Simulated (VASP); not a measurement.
An input for Quantum ESPRESSO's pw.x (written as the equivalent of a VASP run, and not itself run):

```
&CONTROL
  calculation = 'scf'
  pseudo_dir = './pseudo'
  outdir = './out'
  tprnfor = .true.
  tstress = .true.
/
&SYSTEM
  ibrav = 0
  nat = 5
  ntyp = 3
  ecutwfc = 84
  occupations = 'smearing'
  smearing = 'methfessel-paxton'
  degauss = 0.00735
  input_dft = 'pbe'
/
&ELECTRONS
  conv_thr = 7.3e-08
  electron_maxstep = 100
/
ATOMIC_SPECIES
  Sr 87.620 Sr.upf
  Zn 65.380 Zn.upf
  Sb 121.760 Sb.upf
CELL_PARAMETERS angstrom
     4.5128600    0.0000000    0.0000000
    -2.2564300    3.9082510    0.0000000
     0.0000000    0.0000000    7.7399000
ATOMIC_POSITIONS crystal
  Sr   0.0000000  0.0000000  0.0000000
  Zn   0.6666670  0.3333330  0.3661500
  Zn   0.3333330  0.6666670  0.6338500
  Sb   0.3333330  0.6666670  0.2720300
  Sb   0.6666670  0.3333330  0.7279700
K_POINTS automatic
  7 7 4 0 0 0
HUBBARD {ortho-atomic}
U Zn-3d 1
```

**Question.** Translate this input to VASP (INCAR, KPOINTS, POSCAR, choice of POTCAR).

**Answer.** One answer among several that fit: 
INCAR:
```
SYSTEM = Sr(ZnSb)2
PREC = Accurate
ENCUT = 400
EDIFF = 1E-6
NELM = 100
ALGO = Normal
LREAL = .FALSE.
LASPH = .TRUE.
ISMEAR = 1
SIGMA = 0.1
GGA = PE
LMAXMIX = 4
LWAVE = .FALSE.
LCHARG = .FALSE.
ISIF = 2
LDAU = .TRUE.
LDAUTYPE = 2
LDAUL = -1 2 -1
LDAUU = 0 1.0 0
LDAUJ = 0 0 0
LDAUPRINT = 1
LORBIT = 10
```

File KPOINTS:
```
Automatic mesh
0
Gamma
 7 7 4
0 0 0
```

POSCAR:
```
Sr(ZnSb)2
1.0
  4.5128600000   0.0000000000   0.0000000000
 -2.2564300000   3.9082510000   0.0000000000
  0.0000000000   0.0000000000   7.7399000000
Sr Zn Sb
1 2 2
Cartesian
  0.0000000000   0.0000000000   0.0000000000
  2.2564322564   1.3027490306   2.8339643850
 -0.0000022564   2.6055019694   4.9059356150
 -0.0000022564   2.6055019694   2.1054849970
  2.2564322564   1.3027490306   5.6344150030
```

POTCAR, in this order: Sr_sv Zn Sb (PBE.64 set). Program: vasp_std.

Limits of the translation: the potentials are each code's own (VASP's PAW set, PseudoDojo norm-conserving files in pw.x), so ENCUT and ecutwfc are chosen apart and not converted; conv_thr bounds pw.x's estimated SCF error, while EDIFF bounds the energy change between steps; the +U projectors differ (PAW spheres against orthogonalised atomic orbitals), so the same U acts differently.

The structure comes from a computed database's SrZn2Sb2 entry (P-3m1); how it stands against other phases isn't given here. The cell was not relaxed at this level. The run is one of a series of settings (LDAU = .TRUE., LDAUJ = 0 0 0, LDAUL = -1 2 -1, LDAUTYPE = 2, LDAUU = 0 1.0 0 against the base run), some of them coarse on purpose.
